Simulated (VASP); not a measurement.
The system is GdN.

```
CELL_PARAMETERS angstrom
2.50500 2.50500 5.01000
5.01000 2.50500 2.50500
2.50500 5.01000 2.50500
ATOMIC_POSITIONS crystal
Gd 0.00000 0.00000 0.00000
Gd 0.50000 0.50000 0.50000
N 0.25000 0.25000 0.25000
N 0.75000 0.75000 0.75000
```

The cell comes from a database or a generator and needn't be the stable form of this composition.

Base run:

```yaml
Program: VASP 6.6.1
Functional: PBE
Potentials_or_basis: VASP PAW PBE potentials, release 64 (Gd, N)
Cutoff: 520 eV
k_mesh: 7 × 7 × 7
Occupations: fermi-dirac, width 0.05 eV
Spin: collinear spin, ferromagnetic start
Starting_moments: "[7.0, 7.0, 0.0, 0.0] μB"
Hubbard_terms: Gd f U = 6 eV
```

Its results: band gap on the k mesh none (metal or under the smearing width); pressure -0.4 GPa; net moment 14.00 μB per cell; site moments Gd +6.87; N -0.11 μB.

The run is repeated on the same cell with these changes: spin from collinear spin, ferromagnetic start to collinear spin, antiferromagnetic start; moments at the start from [7.0, 7.0, 0.0, 0.0] to [7.0, -7.0, 0.0, 0.0]. What comes out?

Band gap on the k mesh 0.19 eV; pressure -0.2 GPa; net moment 0.00 μB per cell; site moments Gd +6.86, -6.86; N +0.00 μB.

Caveats: spin-orbit coupling is left out, which moves the levels of the heavy elements; an odd mesh through Γ misses points on the zone boundary, where band edges often lie (some runs).

Not every run made on this cell is shown here.
